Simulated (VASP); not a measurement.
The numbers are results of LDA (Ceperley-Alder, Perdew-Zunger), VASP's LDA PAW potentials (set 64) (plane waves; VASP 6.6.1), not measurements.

A VASP calculation is set up with these files.

**POSCAR**
```
SrTiO3
1
    3.8295307339     0.0000000000     0.0000000000
    0.0000000000     3.8295307339     0.0000000000
    0.0000000000     0.0000000000     3.8295307339
Sr Ti O
1 1 3
Direct
  0.0000000000   0.0000000000   0.0000000000
  0.5000000000   0.5000000000   0.5000000000
  0.5000000000   0.0000000000   0.5000000000
  0.0000000000   0.5000000000   0.5000000000
  0.5000000000   0.5000000000   0.0000000000
```

File KPOINTS:
```
Automatic mesh
0
Gamma
6 6 6
0 0 0
```

**INCAR**
```
SYSTEM = SrTiO3
PREC = Accurate
ENCUT = 620
EDIFF = 1E-6
NELM = 100
ALGO = Normal
LREAL = .FALSE.
LASPH = .TRUE.
ISMEAR = 0
SIGMA = 0.05
LMAXMIX = 4
LWAVE = .FALSE.
LCHARG = .FALSE.
IBRION = 2
ISIF = 3
NSW = 40
EDIFFG = -0.02
PSTRESS = 100
```

POTCAR, in this order: Sr_sv Ti_sv O (LDA.64 set). Program: vasp_std.

Output

### OSZICAR
```
       N       E                     dE             d eps       ncg     rms          rms(c)
DAV:   1     0.491927637258E+03    0.49193E+03   -0.24545E+04   960   0.212E+03
DAV:   2    -0.498197177521E+01   -0.49691E+03   -0.48838E+03  1160   0.537E+02
DAV:   3    -0.517561859825E+02   -0.46774E+02   -0.46727E+02  1384   0.160E+02
DAV:   4    -0.539043569869E+02   -0.21482E+01   -0.21473E+01  1408   0.304E+01
DAV:   5    -0.539631170946E+02   -0.58760E-01   -0.58757E-01  1304   0.420E+00    0.298E+01
DAV:   6    -0.442698956082E+02    0.96932E+01   -0.62788E+01  1408   0.768E+01    0.191E+01
DAV:   7    -0.442486805666E+02    0.21215E-01   -0.78848E+00  1160   0.229E+01    0.121E+01
DAV:   8    -0.442518821687E+02   -0.32016E-02   -0.17621E+00  1280   0.149E+01    0.304E+00
DAV:   9    -0.441645947379E+02    0.87287E-01   -0.43690E-01  1176   0.735E+00    0.828E-01
DAV:  10    -0.441678442078E+02   -0.32495E-02   -0.11175E-01  1376   0.252E+00    0.670E-01
DAV:  11    -0.441630123660E+02    0.48318E-02   -0.54575E-02  1376   0.179E+00    0.220E-01
DAV:  12    -0.441625043942E+02    0.50797E-03   -0.38799E-03  1280   0.707E-01    0.507E-02
DAV:  13    -0.441625251952E+02   -0.20801E-04   -0.20200E-04  1184   0.110E-01    0.267E-02
DAV:  14    -0.441625232576E+02    0.19377E-05   -0.33650E-05  1464   0.352E-02    0.612E-03
DAV:  15    -0.441625230625E+02    0.19502E-06   -0.14180E-06   712   0.106E-02
   1 F= -.40657216E+02 E0= -.40657216E+02  d E =-.406572E+02
       N       E                     dE             d eps       ncg     rms          rms(c)
DAV:   1    -0.446640838846E+02   -0.50156E+00   -0.20533E+01  1200   0.494E+01    0.873E+00
DAV:   2    -0.440555929305E+02    0.60849E+00   -0.22188E+00  1192   0.147E+01    0.297E+00
DAV:   3    -0.439479289466E+02    0.10766E+00   -0.62065E-01  1368   0.639E+00    0.851E-01
DAV:   4    -0.439550333885E+02   -0.71044E-02   -0.96595E-02  1416   0.228E+00    0.629E-01
DAV:   5    -0.439631060742E+02   -0.80727E-02   -0.19870E-02  1496   0.753E-01    0.436E-01
DAV:   6    -0.439658133022E+02   -0.27072E-02   -0.64269E-03  1288   0.689E-01    0.821E-02
DAV:   7    -0.439661449983E+02   -0.33170E-03   -0.21991E-03  1568   0.231E-01    0.361E-02
DAV:   8    -0.439661570806E+02   -0.12082E-04   -0.12107E-04  1232   0.736E-02    0.116E-02
DAV:   9    -0.439661559823E+02    0.10983E-05   -0.99830E-06  1208   0.258E-02    0.766E-03
DAV:  10    -0.439661559558E+02    0.26550E-07   -0.12689E-06   704   0.635E-03
   2 F= -.40637659E+02 E0= -.40637659E+02  d E =0.195573E-01
       N       E                     dE             d eps       ncg     rms          rms(c)
DAV:   1    -0.443397790202E+02   -0.37362E+00   -0.69538E+00  1160   0.296E+01    0.487E+00
DAV:   2    -0.441381829812E+02    0.20160E+00   -0.78699E-01  1152   0.924E+00    0.179E+00
DAV:   3    -0.441021123901E+02    0.36071E-01   -0.22418E-01  1200   0.326E+00    0.740E-01
DAV:   4    -0.441042112329E+02   -0.20988E-02   -0.50633E-02  1344   0.122E+00    0.702E-01
DAV:   5    -0.441052056054E+02   -0.99437E-03   -0.42777E-03  1592   0.598E-01    0.524E-01
DAV:   6    -0.441070297958E+02   -0.18242E-02   -0.41869E-03  1232   0.385E-01    0.154E-01
DAV:   7    -0.441074457011E+02   -0.41591E-03   -0.12205E-03  1536   0.176E-01    0.539E-02
DAV:   8    -0.441074989417E+02   -0.53241E-04   -0.97433E-05  1168   0.827E-02    0.134E-02
DAV:   9    -0.441075030348E+02   -0.40931E-05   -0.51004E-05  1408   0.459E-02    0.684E-03
DAV:  10    -0.441075038957E+02   -0.86095E-06   -0.61288E-06   912   0.186E-02
   3 F= -.40676437E+02 E0= -.40676437E+02  d E =-.192212E-01
```

OUTCAR:
```
------------------------ aborting loop because EDIFF is reached ----------------------------------------
  FORCE on cell =-STRESS in cart. coord.  units (eV):
  Direction    XX          YY          ZZ          XY          YZ          ZX
  --------------------------------------------------------------------------------------
  Total        3.4146274      3.4146274      3.4146274     -0.0000000     -0.0000000      0.0000000
  in kB       99.5208631     99.5208631     99.5208631     -0.0000000     -0.0000000      0.0000000
  external PRESSURE =      -0.4791369 kB  Pullay stress =     100.0000000 kB
  volume of cell :       54.97
      direct lattice vectors                 reciprocal lattice vectors
     3.802301843  0.000000000  0.000000000     0.262998584 -0.000000000  0.000000000
     0.000000000  3.802301843  0.000000000    -0.000000000  0.262998584  0.000000000
    -0.000000000 -0.000000000  3.802301843    -0.000000000 -0.000000000  0.262998584
 POSITION                                       TOTAL-FORCE (eV/Angst)
 -----------------------------------------------------------------------------------
      0.00000      0.00000      0.00000         0.000000      0.000000      0.000000
      1.90115      1.90115      1.90115        -0.000000     -0.000000      0.000000
      1.90115     -0.00000      1.90115        -0.000000     -0.000000      0.000000
     -0.00000      1.90115      1.90115        -0.000000     -0.000000      0.000000
      1.90115      1.90115      0.00000         0.000000      0.000000      0.000000
 -----------------------------------------------------------------------------------
    total drift:                                0.000000     -0.000000     -0.000000
  FREE ENERGIE OF THE ION-ELECTRON SYSTEM (eV)
  ---------------------------------------------------
  free  energy   TOTEN  =       -44.1075038957 eV

  energy  without entropy=      -44.1075038957  energy(sigma->0) =      -44.10750390
  enthalpy is  TOTEN    =       -40.6764369836 eV   P V=        3.4310669121

 reached required accuracy - stopping structural energy minimisation
```
(Selected blocks of OUTCAR.)

**CONTCAR**
```
SrTiO3
   1.00000000000000
     3.8023018427477338    0.0000000000000000    0.0000000000000000
     0.0000000000000000    3.8023018427477338    0.0000000000000000
    -0.0000000000000000   -0.0000000000000000    3.8023018427477338
  Sr              Ti              O
     1     1     3
Direct
     0.0000000000000000    0.0000000000000000    0.0000000000000000
     0.5000000000000000    0.5000000000000000    0.5000000000000000
     0.5000000000000000    0.0000000000000000    0.5000000000000000
     0.0000000000000000    0.5000000000000000    0.5000000000000000
     0.5000000000000000    0.5000000000000000    0.0000000000000000
```

### OUTCAR
```
 val. band max:        4.5667168330   @ k =   0.5000   0.5000   0.5000

 cond. band min:       6.4467588852   @ k =   0.0000   0.0000   0.0000


 Fermi energy:         4.8829819553

 k-point     1 :       0.0000    0.0000    0.0000
  band No.  band energies     occupation
      1     -50.8353      2.00000
      2     -27.7031      2.00000
      3     -27.5490      2.00000
      4     -27.5490      2.00000
      5     -27.5490      2.00000
      6     -12.8569      2.00000
      7     -11.7793      2.00000
      8     -11.7793      2.00000
      9      -9.8399      2.00000
     10      -9.8399      2.00000
     11      -9.8399      2.00000
     12       1.6832      2.00000
     13       1.6832      2.00000
     14       1.6832      2.00000
     15       3.2357      2.00000
     16       3.2357      2.00000
     17       3.2357      2.00000
     18       4.2675      2.00000
     19       4.2675      2.00000
     20       4.2675      2.00000
     21       6.4468      0.00000
     22       6.4468      0.00000
     23       6.4468      0.00000
     24       9.4234      0.00000

 k-point     2 :       0.1667    0.0000    0.0000
  band No.  band energies     occupation
      1     -50.8347      2.00000
      2     -27.7377      2.00000
      3     -27.5478      2.00000
      4     -27.5478      2.00000
      5     -27.5314      2.00000
      6     -12.8985      2.00000
      7     -11.7652      2.00000
      8     -11.7529      2.00000
      9      -9.8232      2.00000
     10      -9.8232      2.00000
     11      -9.6076      2.00000
     12       1.2831      2.00000
     13       1.6374      2.00000
     14       1.6374      2.00000
     15       2.8467      2.00000
     16       2.8467      2.00000
     17       2.9513      2.00000
     18       3.4304      2.00000
     19       4.1011      2.00000
     20       4.1011      2.00000
     21       6.4997      0.00000
     22       7.1273      0.00000
     23       7.1273      0.00000
     24       9.4920      0.00000
...
```

Energy and stress use the plane-wave basis of the starting cell.

The compound is SrTiO3 in the cubic perovskite structure, the ideal cubic form; the compound distorts at low or room temperature. This run relaxes it under an external pressure of 10 GPa. Symmetry was kept, so distortions that lower it aren't found.
